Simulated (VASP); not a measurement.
Consider the following.

```xyz
2
Lattice="0.0000 2.8709 2.8709 2.8709 0.0000 2.8709 2.8709 2.8709 0.0000" Properties=species:S:1:pos:R:3 pbc="T T T"
Ga     0.0000     0.0000     0.0000
As     1.4354     1.4354     1.4354
```

These are PBE GGA, VASP's PBE PAW potentials (set 64) (plane waves; VASP) values and carry that method's errors. Run with 530 eV cut-off, 7×7×7 Γ-centred mesh, Gaussian smearing of 0.050 eV, potentials Ga_d As.

Problem. Give the elastic stiffness tensor with the ions relaxed (GPa, in the frame of the cell).

Solution. 
```
      xx    yy    zz    yz    xz    xy
--  ----  ----  ----  ----  ----  ----
xx  98.3  40.9  40.9   0.0   0.0   0.0
yy  40.9  98.3  40.9   0.0   0.0   0.0
zz  40.9  40.9  98.3   0.0   0.0   0.0
yz   0.0   0.0   0.0  50.4   0.0   0.0
xz   0.0   0.0   0.0   0.0  50.4   0.0
xy   0.0   0.0   0.0   0.0   0.0  50.4
```

Problem. Estimate the Hill bulk modulus, Hill shear modulus, Young's modulus, Poisson's ratio.

Solution. 
```json
{
  "hill_bulk_modulus": "60.0 GPa",
  "hill_shear_modulus": "40.2 GPa",
  "Young's modulus": "98.6 GPa",
  "Poisson's ratio": "0.226"
}
```

Measured: C11 119 GPa (computed value off by -17.4 %), as given by Carlos M. O. Bastos et al., Journal of Applied Physics (2018), arXiv:1801.07526; C12 53.0 GPa (computed value off by -22.8 %), C44 60.0 GPa (computed value off by -16.0 %), as given by M. Råsander et al., The Journal of Chemical Physics (2015), arXiv:1505.02379. The calculation is for a static lattice, while the measured C11, C12, C44 hold thermal and zero-point effects, which are part of the difference.

The compound is GaAs in the zinc blende structure. It was relaxed first.
